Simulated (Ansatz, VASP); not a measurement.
# Cross-check of ZnCuSCl between VASP and Ansatz

Aim: how closely do two programs agree when they are given the same cell, functional and k mesh? The cell is generated by rule, not measured, and may not be a known phase. The cell is taken from a series of runs on this material, whose earlier steps may have relaxed, scaled, displaced or heated it; both programs get it as it stands.

Program: Ansatz 0.2.0. Level of theory: plane waves, with VASP 6.6.1 beside it; single point at PBE. Results are calculated unless marked as measured.

The structure was built from a prototype and need not be the compound's stable phase.

### 1. The starting structure

Symmetry: Pm, No. 6, monoclinic system. Conventional cell: a = 3.875 Å, b = 3.970 Å, c = 10.790 Å, α = 90.00°, β = 90.00°, γ = 90.00°. Nearest to Cl lie 3 Cu at 2.33 to 2.43 Å. Nearest to Cl lie 1 Cu at 2.11 Å and 2 Zn at 2.47 Å. Cu has 2 S at 2.19 Å and 1 Cl at 2.43 Å nearest. Cu has 3 Cl at 2.11 to 2.33 Å nearest. Nearest to S lie 4 Zn at 2.28 to 2.46 Å. Nearest to S lie 2 Cu at 2.19 Å and 2 Zn at 2.30 to 2.31 Å. Farther neighbours and most contacts between anions are not listed.

Coordinates:

```cif
data_structure
_symmetry_space_group_name_H-M 'P 1'
_symmetry_Int_Tables_number 1
_cell_length_a 3.8753
_cell_length_b 3.9702
_cell_length_c 10.7903
_cell_angle_alpha 90.000
_cell_angle_beta 90.000
_cell_angle_gamma 90.000
_cell_volume 166.02
loop_
_atom_site_label
_atom_site_type_symbol
_atom_site_fract_x
_atom_site_fract_y
_atom_site_fract_z
_atom_site_occupancy
Cl1 Cl 0.56599 0.00000 0.63456 1
Cl2 Cl 0.05351 0.50000 0.88244 1
Cu3 Cu 0.97946 0.00000 0.46466 1
Cu4 Cu 0.38388 0.50000 0.72749 1
S5 S 0.52573 0.00000 0.12968 1
S6 S 0.02045 0.50000 0.37944 1
Zn7 Zn 0.02572 0.00000 0.01805 1
Zn8 Zn 0.51967 0.50000 0.26368 1
```

### 2. VASP: single point, PBE

With cell and atoms fixed, the geometry can't cause a difference; cores, projectors, grids and the points listed under the comparison can.

Lines of VASP's logs that name or quote its potential files are left out, and so is its time.

INCAR

```
SYSTEM = ZnCuSCl
PREC = Accurate
ENCUT = 600
EDIFF = 1E-06
NELM = 120
ISMEAR = 0
SIGMA = 0.02
LREAL = .FALSE.
ALGO = Normal
GGA = PE
NBANDS = 44
LASPH = .TRUE.
LORBIT = 11
LWAVE = .FALSE.
LCHARG = .FALSE.
ISIF = 2
GGA_COMPAT = .FALSE.
EFERMI = MIDGAP
KPAR = 2
```

POSCAR

```
ZnCuSCl
1.0
    2.7402694720      2.7402694720      0.0000000000
   -2.8073758959      2.8073758959      0.0000000000
    0.0000000000      0.0000000000     10.7903493853
Cl Cu S Zn
2 2 2 2
Direct
    0.5659918879      0.0000000000      0.6345600081
    0.0535108198      0.5000000000      0.8824385806
    0.9794555419      0.0000000000      0.4646634973
    0.3838807443      0.5000000000      0.7274862276
    0.5257306004      0.0000000000      0.1296820992
    0.0204519583      0.5000000000      0.3794364046
    0.0257164572      0.0000000000      0.0180536918
    0.5196712536      0.5000000000      0.2636794908
```

KPOINTS

```
Automatic mesh
0
Gamma
8 8 4
0 0 0
```

Potentials, in the order of the species: Cl, Cu, S and Zn (PBE family, release 64).

On the command line:

```
> mpirun -np 2 vasp_std
```

Numbers of over 12 decimals in the logs are rounded to 6 here.

Log:

```text
[banner, memory and clock lines left out]
running    2 mpi-ranks, on    1 nodes
 distrk:  each k-point on    1 cores,    2 groups
 distr:  one band on    1 cores,    1 groups

 POSCAR found type information on POSCAR ClCuS Zn
 POSCAR found :  4 types and       8 ions
 LDA part: xc-table for (Slater+PW92), standard interpolation
 POSCAR, INCAR and KPOINTS ok, starting setup
 FFT: planning ... GRIDC
 FFT: planning ... GRID_SOFT
 FFT: planning ... GRID
 WAVECAR not read
 entering main loop
       N       E                     dE             d eps       ncg     rms          rms(c)
DAV:   1     0.699201512479E+03    0.69920E+03   -0.34652E+04  7920   0.219E+03
DAV:   2     0.951818734364E+02   -0.60402E+03   -0.58397E+03  7948   0.479E+02
DAV:   3    -0.186682735619E+02   -0.11385E+03   -0.11150E+03 10144   0.207E+02
DAV:   4    -0.277439753721E+02   -0.90757E+01   -0.90098E+01 11416   0.579E+01
DAV:   5    -0.280265501296E+02   -0.28257E+00   -0.28211E+00 10652   0.103E+01    0.126E+01
DAV:   6    -0.265058429829E+02    0.15207E+01   -0.12583E+01 12244   0.661E+01    0.896E+00
DAV:   7    -0.261499589594E+02    0.35588E+00   -0.61244E+00 11968   0.479E+01    0.648E+00
DAV:   8    -0.261481913074E+02    0.17677E-02   -0.78876E-01 10464   0.971E+00    0.218E+00
DAV:   9    -0.261256445580E+02    0.22547E-01   -0.24797E-01 11944   0.912E+00    0.633E-01
DAV:  10    -0.261243907890E+02    0.12538E-02   -0.60809E-02 11464   0.510E+00    0.379E-01
DAV:  11    -0.261236322019E+02    0.75859E-03   -0.12833E-02 12844   0.262E+00    0.249E-01
DAV:  12    -0.261238381646E+02   -0.20596E-03   -0.19573E-03 12328   0.474E-01    0.131E-01
DAV:  13    -0.261239235554E+02   -0.85391E-04   -0.56695E-04 10984   0.310E-01    0.473E-02
DAV:  14    -0.261239575546E+02   -0.33999E-04   -0.21926E-04 13076   0.137E-01    0.418E-02
DAV:  15    -0.261239627299E+02   -0.51754E-05   -0.53364E-05 11152   0.103E-01    0.129E-02
DAV:  16    -0.261239631509E+02   -0.42098E-06   -0.11203E-05 11280   0.310E-02    0.649E-03
DAV:  17    -0.261239632371E+02   -0.86164E-07   -0.31758E-06  7920   0.166E-02
   1 F= -.26123963E+02 E0= -.26123963E+02  d E =-.207588E-42
```

Parts of OUTCAR (step 2):

```text
ion  position               nearest neighbor table
   1  0.566  0.000  0.635-   4 2.33   4 2.33   3 2.43
   2  0.054  0.500  0.882-   4 2.11   7 2.47   7 2.47
   3  0.979  0.000  0.465-   6 2.19   6 2.19   1 2.43
   4  0.384  0.500  0.727-   2 2.11   1 2.33   1 2.33
   5  0.526  0.000  0.130-   7 2.28   7 2.28   8 2.46   8 2.46
   6  0.020  0.500  0.379-   3 2.19   3 2.19   8 2.30   8 2.31
   7  0.026  0.000  0.018-   5 2.28   5 2.28   2 2.47   2 2.47
   8  0.520  0.500  0.264-   6 2.30   6 2.31   5 2.46   5 2.46

  LATTYP: Found a simple orthorhombic cell.
 ALAT       =     3.8753262519
 B/A-ratio  =     1.0244889872
 C/A-ratio  =     2.7843718655

 Subroutine GETGRP returns: Found  2 space group operations
 (whereof  2 operations were pure point group operations)

The static configuration has the point symmetry C_1h.

 Found     90 irreducible k-points:

   k-points           NKPTS =     90   k-points in BZ     NKDIM =     90   number of bands    NBANDS=     44

   dimension x,y,z NGX =    32 NGY =   32 NGZ =   90
   dimension x,y,z NGXF=    64 NGYF=   64 NGZF=  180

   ENCUT  =  600.0 eV  44.10 Ry    6.64 a.u.   7.74  7.93 21.55*2*pi/ulx,y,z

   NELECT =      72.0000    total number of electrons

 k-points in reciprocal lattice and weights: Automatic mesh
   0.00000000  0.00000000  0.00000000       0.004
   0.12500000  0.00000000  0.00000000       0.008
   0.25000000  0.00000000  0.00000000       0.008
   0.37500000  0.00000000  0.00000000       0.008
   0.50000000  0.00000000  0.00000000       0.004
   0.00000000  0.12500000  0.00000000       0.008
   0.12500000  0.12500000  0.00000000       0.016
   0.25000000  0.12500000  0.00000000       0.016
   0.37500000  0.12500000  0.00000000       0.016
[...]
0.37500000  0.50000000  0.50000000       0.008
   0.50000000  0.50000000  0.50000000       0.004

 average (electrostatic) potential at core
       1 -93.2031       2 -94.2018       3 -66.7000       4 -67.0183       5 -89.0105
       6 -88.3258       7 -37.0342       8 -36.1810

 E-fermi :   3.5124

 k-point     1 :       0.0000    0.0000    0.0000
  band No.  band energies     occupation
    ...
     32       2.0363      2.00000
     33       2.3596      2.00000
     34       2.3796      2.00000
     35       3.1222      2.00000
     36       3.3180      2.00000
     37       3.7016      0.00000
     38       5.5300      0.00000
     39       5.6696      0.00000
     40       6.1829      0.00000
     41       6.5810      0.00000
    ...

 k-point     2 :       0.1250    0.0000    0.0000
  band No.  band energies     occupation
    ...
     32       2.0314      2.00000
     33       2.3779      2.00000
     34       2.3966      2.00000
     35       3.0374      2.00000
     36       3.3170      2.00000
     37       4.1618      0.00000
     38       5.6057      0.00000
     39       6.1538      0.00000
     40       6.3354      0.00000
     41       6.6647      0.00000
    ...

 k-point     3 :       0.2500    0.0000    0.0000
  band No.  band energies     occupation
    ...
     32       2.0189      2.00000
     33       2.4206      2.00000
     34       2.4284      2.00000
     35       3.0076      2.00000
     36       3.3164      2.00000
     37       4.7052      0.00000
     38       5.7513      0.00000
     39       6.0753      0.00000
     40       6.7128      0.00000
     41       7.7415      0.00000
    ...

  Total        0.1228246      0.1228246      1.4940699      1.1360525     -0.2882065     -0.2882068
  in kB        1.1853223      1.1853223     14.4185687     10.9635108     -2.7813464     -2.7813490
  external PRESSURE =       5.5964044 kB  Pullay stress =       0.0000000 kB

  energy-cutoff  :      600.00
  volume of cell :      166.02
      direct lattice vectors                 reciprocal lattice vectors
     2.740269472  2.740269472  0.000000000     0.182463807  0.182463807  0.000000000
    -2.807375896  2.807375896  0.000000000    -0.178102263  0.178102263  0.000000000
     0.000000000  0.000000000 10.790349385     0.000000000  0.000000000  0.092675405

 POSITION                                       TOTAL-FORCE (eV/Angst)
 -----------------------------------------------------------------------------------
      1.55097      1.55097      6.84712        -0.145314     -0.145314      0.229858
     -1.25705      1.55032      9.52182        -0.486526     -0.486526      0.802010
      2.68397      2.68397      5.01388        -0.010072     -0.010072      0.011375
     -0.35175      2.45562      7.84983         0.536837      0.536837     -0.994097
      1.44064      1.44064      1.39932         0.022651      0.022651     -0.021889
     -1.34764      1.45973      4.09425         0.032844      0.032844     -0.057520
      0.07047      0.07047      0.19481         0.025794      0.025794      0.019433
      0.02035      2.82773      2.84519         0.023786      0.023786      0.010829
 -----------------------------------------------------------------------------------
    total drift:                               -0.000087     -0.000087     -0.000872

  FREE ENERGIE OF THE ION-ELECTRON SYSTEM (eV)
  ---------------------------------------------------
  free  energy   TOTEN  =       -26.1239632371 eV

  energy  without entropy=      -26.1239632371  energy(sigma->0) =      -26.12396324

 total charge
# of ion       s       p       d       tot
------------------------------------------
    1        1.591   3.498   0.000   5.089
    2        1.594   3.522   0.000   5.116
    3        0.374   0.300   9.310   9.984
    4        0.313   0.263   9.367   9.944
    5        1.320   2.413   0.000   3.734
    6        1.306   2.427   0.000   3.733
    7        0.513   0.400   9.806  10.719
    8        0.521   0.437   9.796  10.754
--------------------------------------------------
tot          7.533  13.260  38.279  59.072

[... 3 further parts left out ...]
```

This run has no spin polarisation, so a moment on Cu, if there is one, isn't seen.

### 3. Ansatz: single point, PBE

Ansatz runs on its default PAW (the set named soft_2) files.

The same cell, functional, mesh and smearing now go to Ansatz, which takes its cutoff from its data sets.

input.yaml

```yaml
crystal:
  lattice:
    - [2.740269472, 2.740269472, 0.0]
    - [-2.8073758959, 2.8073758959, 0.0]
    - [0.0, 0.0, 10.7903493853]
  atoms:
    - { symbol: Cl, position: [0.5659918879, 0.0, 0.6345600081] }
    - { symbol: Cl, position: [1.0535108198, 0.5, 0.8824385806] }
    - { symbol: Cu, position: [-0.0205444581, 0.0, 0.4646634973] }
    - { symbol: Cu, position: [0.3838807443, 0.5, 0.7274862276] }
    - { symbol: S, position: [0.5257306004, 0.0, 0.1296820992] }
    - { symbol: S, position: [1.0204519583, 0.5, 0.3794364046] }
    - { symbol: Zn, position: [0.0257164572, 0.0, 0.0180536918] }
    - { symbol: Zn, position: [0.5196712536, 0.5, 0.2636794908] }
kpoints:
  mp_grid: { grid: [8, 8, 4] }
hamiltonian:
  xc: pbe
scf:
  occupations: { method: gaussian, width: 0.02 }
output:
  forces: true
  stress: true
  eigenvalues: true
```

On the command line:

```
> ansatz run input.yaml --threads 8 --pin off --max-ram 14336MiB --backend cpu --events-out ev --progress --plain --runs-dir out
```

Log:

```text
Engine: ansatz 0.2.0, aarch64-unknown-linux-gnu
Pseudopotentials: kind: paw
Pseudopotential: Cl, paw, valence charge 7, recommended cutoff 420 eV (normal), Cl.paw.azcp
Pseudopotential: Cu, paw, valence charge 19, recommended cutoff 420 eV (normal), Cu.paw.azcp
Pseudopotential: S, paw, valence charge 6, recommended cutoff 420 eV (normal), S.paw.azcp
Pseudopotential: Zn, paw, valence charge 12, recommended cutoff 420 eV (normal), Zn.paw.azcp
Functional definition: PBE
  parameter kappa = 0.804
  parameter beta = 0.066725
  exchange = pbe_x(kappa = kappa, mu = beta*pi^2/3)
  correlation = pbe_c(beta = beta)
Crystal: 8 atoms, lattice volume = 166.020 Å³
Basis set: ecut = 420 eV, 3293 PW (Γ), exchange–correlation on 54×54×150 points (8 copies of the dense FFT grid, shifted against one another)
Bands: 53, of which v1, the nominal top of the filled ones, is band 44 counted from 1 (43 counted from 0)
Symmetry: 2 space group operations
Space group: Pm (ITA 6), of the structure as read, at distance tolerance 5.5e-5 Å
k-points: 90 of 256 (time reversal used)
Non-local potential: Cl, projectors of the file, l = 0: 2, l = 1: 2, l = 2: 2
Non-local potential: Cu, projectors of the file, l = 0: 3, l = 1: 2, l = 2: 3, l = 3: 1
Non-local potential: S, projectors of the file, l = 0: 2, l = 1: 2, l = 2: 2
Non-local potential: Zn, projectors of the file, l = 0: 2, l = 1: 2, l = 2: 3, l = 3: 1
PAW form: soft (Blöchl's): semilocal exchange-correlation on the pseudo side does not see the compensation charge
PAW one-centre angular grid: Cl, 110 points (default); XC on 64 Gauss nodes
PAW one-centre angular grid: Cu, 590 points (default); XC on 64 Gauss nodes
PAW one-centre angular grid: S, 110 points (default); XC on 64 Gauss nodes
PAW one-centre angular grid: Zn, 590 points (default); XC on 64 Gauss nodes
Initial density: superposition of atomic densities (neutral atoms: chi_scale 0, normalization atom), corrected by the library's trained network
Initial wavefunctions: pseudopotential atomic-orbital guess
Functional: x = pbe(κ = 0.804, μ = 0.219515), c = pbe(β = 0.066725)
SCF iter   1: F=—  HF=-23856.075461 eV  |F-HF|=—  |Δ(HF+E_count)|=         —  Δρ=2.83e-3  dr2=3.56e-2  ethr=1.77e-3  ⟨swp⟩=6.9  Hψ=18840  notcnv=0  defer=3
preconditioner: auto → Resta (q_TF=auto, 2.454 Å⁻¹)  ε∞=7.3  [insulator: Δε(μ)=0.416 eV  Ē_g=9.760 eV  σ=0.020 eV  W_gap=1.00  n_scr=48 (ndim 8)  ℏωp=24.5 eV  f_vac=0.083  D(μ)=0.00/eV (n_scr^D=0)  ε∞_Penn≈7.3]
SCF iter   2: F=—  HF=-23856.072241 eV  |F-HF|=—  |Δ(HF+E_count)|=   3.22e-3  Δρ=2.32e-3  dr2=9.80e-3  ethr=4.05e-5  ⟨swp⟩=2.6  Hψ=8673  notcnv=0  defer=267
SCF iter   3: F=—  HF=-23856.071093 eV  |F-HF|=—  |Δ(HF+E_count)|=   1.15e-3  Δρ=1.85e-3  dr2=7.55e-3  ethr=1.11e-5  ⟨swp⟩=2.0  Hψ=8916  notcnv=0  defer=177
automatic band count: iteration 3 solves 52 bands in place of 53: the levels show a gap, and the empty bands left out lie too high to hold charge; the band table lists the bands solved (type scf.n_extra_bands for more)
SCF iter   4: F=—  HF=-23856.069607 eV  |F-HF|=—  |Δ(HF+E_count)|=   1.49e-3  Δρ=4.84e-4  dr2=6.40e-4  ethr=8.58e-6  ⟨swp⟩=2.0  Hψ=6388  notcnv=0  defer=177
SCF iter   5: F=—  HF=-23856.069638 eV  |F-HF|=—  |Δ(HF+E_count)|=   3.06e-5  Δρ=6.95e-4  dr2=4.91e-4  ethr=7.28e-7  ⟨swp⟩=2.1  Hψ=7504  notcnv=0  defer=177
SCF iter   6: F=—  HF=-23856.069529 eV  |F-HF|=—  |Δ(HF+E_count)|=   1.09e-4  Δρ=2.25e-4  dr2=6.29e-5  ethr=5.58e-7  ⟨swp⟩=2.0  Hψ=8893  notcnv=0  defer=177
SCF iter   7: F=—  HF=-23856.069449 eV  |F-HF|=—  |Δ(HF+E_count)|=   7.99e-5  Δρ=6.04e-5  dr2=6.40e-6  ethr=7.15e-8  ⟨swp⟩=2.0  Hψ=7529  notcnv=0  defer=177
SCF iter   8: F=—  HF=-23856.069452 eV  |F-HF|=—  |Δ(HF+E_count)|=   3.51e-6  Δρ=4.76e-5  dr2=2.77e-6  ethr=7.28e-9  ⟨swp⟩=2.0  Hψ=7249  notcnv=0  defer=123
automatic band count: iteration 8 solves 51 bands in place of 52: the levels show a gap, and the empty bands left out lie too high to hold charge; the band table lists the bands solved (type scf.n_extra_bands for more)
SCF iter   9: F=—  HF=-23856.069454 eV  |F-HF|=—  |Δ(HF+E_count)|=   1.55e-6  Δρ=1.75e-5  dr2=4.29e-7  ethr=3.15e-9  ⟨swp⟩=2.0  Hψ=7084  notcnv=0  defer=123
SCF iter  10: F=-23856.069454 eV  HF=-23856.069454 eV  |F-HF|=9.99e-9  |Δ(HF+E_count)|=   1.76e-7  Δρ=6.02e-6  dr2=5.08e-8  ethr=1.14e-10  ⟨swp⟩=7.1  Hψ=19185  notcnv=0
SCF 1 converged in 10 iterations: F = -23856.069454 eV  dr2 = 5.08e-8
  greatest PAW one-centre occupation: 1.000 electrons in one spin orbital (limit 2), on the Cu atom at site 3 (counted from 0), in its partial waves of l = 0
SCF converged after 10 iterations
Free energy (F): -23856.069454 eV
Harris-Foulkes:  -23856.069454 eV  (|F-HF|=9.99e-9)
Internal energy: -23856.069454 eV  (E = F + TS)
E sigma→0 (E₀):  -23856.069454 eV
Fermi energy:    6.924997 eV
--- Per-component energies (eV) ---
  E_band       = -1086.307535
  E_kinetic    = 1398.389571
  E_local      = -16839.285385  (includes V_loc(G=0)·N_el)
  E_nonlocal   = 2150.513158
  E_hartree    = 7348.974366
  E_xc         = -856.327770
  E_vxc        = -746.474969  (∫ρ·V_xc dr)
  E_paw        = -9526.052779  (= ΣΔE_a)
  E_vpaw       = -1747.416648  (= ΣTr[D̂ρ^β])
  E_aug_tail   = 0.000029  (compensation charges beyond the density's cutoff)
  E_ewald      = -7532.280644
  E_smearing   = -0.000000  (= −TS)
  E_closure    = -0.000000  (closes the sum)
  Σ components = -23856.069454   (vs F -23856.069454, Δ=0.00e0)
--- Forces (eV/Å), atoms counted from 1 ---
  atom   1  Cl    -0.14538165    -0.14538165     0.23083588
  atom   2  Cl    -0.47390857    -0.47390857     0.79088848
  atom   3  Cu    -0.01238143    -0.01238143     0.00003995
  atom   4  Cu     0.52940829     0.52940829    -0.97679466
  atom   5  S      0.02205426     0.02205426    -0.02124830
  atom   6  S      0.03071756     0.03071756    -0.05218798
  atom   7  Zn     0.02678835     0.02678835     0.01766394
  atom   8  Zn     0.02270243     0.02270243     0.01066638
  max |Σ_I F_I| component: 1.36e-4 eV/Å
--- Stress (GPa, compression-positive) ---
       -0.003106       1.117755      -0.241279
        1.117755      -0.003106      -0.241279
       -0.241279      -0.241279       1.326933
  P = ⅓ Tr σ = 0.4402 GPa (4.402 kbar)
--- Band table (eV; the first three rows and the last of 90) ---
  k-point 0: bands = [... 40 lower, 5.7674, 5.7996, 6.5387, 6.7342, 7.1100, 8.9384, 9.0688, 9.5834, ... 3 higher]
  k-point 1: bands = [... 40 lower, 5.7860, 5.8011, 6.4002, 6.7153, 7.4101, 8.7893, 9.0598, 9.5201, ... 3 higher]
  k-point 2: bands = [... 40 lower, 5.8013, 5.8053, 6.3088, 6.6956, 7.7561, 8.4975, 9.0859, 9.4943, ... 3 higher]
  k-point 89: bands = [... 40 lower, 5.4108, 5.4940, 5.6246, 5.6804, 9.1010, 9.4653, 9.5768, 10.3360, ... 3 higher]
```

In the SCF lines HF is the Harris–Foulkes energy and dr2 the Hartree energy of the density residual, in eV; the loop may stop once dr2 is under the threshold and the program's other checks hold. Hψ counts applications of the Hamiltonian.

The run ends at a pressure of 0.44 GPa, with forces up to 1.2 eV/Å.

### 4. Differences

Known differences besides the potentials themselves: the data sets hold 88 valence electrons in Ansatz (on its default PAW (the set named soft_2) files) and 72 in VASP; the cutoff is 420 eV in Ansatz and 600 eV in VASP. Total energies have different zeros and are not compared.

Both answers:

| quantity | Ansatz | VASP | difference |
| --- | --- | --- | --- |
| pressure (GPa) | 0.44 | 0.56 | -0.12 |
| gap on the k mesh (eV) | 0.371 | 0.378 | -0.007 |

Forces (eV/Å; atoms numbered as in POSCAR):

| atom | Ansatz x, y, z | VASP x, y, z |
| --- | --- | --- |
| Cl1 | -0.145, -0.145, 0.231 | -0.145, -0.145, 0.230 |
| Cl2 | -0.474, -0.474, 0.791 | -0.487, -0.487, 0.802 |
| Cu3 | -0.012, -0.012, 0.000 | -0.010, -0.010, 0.011 |
| Cu4 | 0.529, 0.529, -0.977 | 0.537, 0.537, -0.994 |
| S5 | 0.022, 0.022, -0.021 | 0.023, 0.023, -0.022 |
| S6 | 0.031, 0.031, -0.052 | 0.033, 0.033, -0.058 |
| Zn7 | 0.027, 0.027, 0.018 | 0.026, 0.026, 0.019 |
| Zn8 | 0.023, 0.023, 0.011 | 0.024, 0.024, 0.011 |

The forces differ by 6.6 meV/Å r.m.s., which is 1.9 % of the r.m.s. force of 0.341 eV/Å (both taken over all components). A gap on the mesh is an upper bound, since the band edges may lie between its points.

### 5. Outcome

```yaml
r_m_s_force_difference_single_point_pbe: 1.9 % of the r.m.s. force
```

What this shows: The r.m.s. force difference is 1.9 % of the r.m.s. force (single point, PBE), within the 3 % picked in this series as the mark of a large difference. The data sets hold unlike numbers of valence electrons (88 in Ansatz and 72 in VASP), so part of the differences comes from the potentials. How closely two codes agree says nothing of how well the functional describes the real material.

[Lines on the potential files, build, host, timing and source positions are cut from VASP's logs without a mark.]

[Logs are printed without paths, hosts, clocks, repeated set-up lines and the standing remarks that a program may print on its own settings, such as how far it seeks lower states.]

[Hosts, paths, dates, database ids (printed as entryN), source tags and the programs' standing remarks are cut or masked in the printed files.]
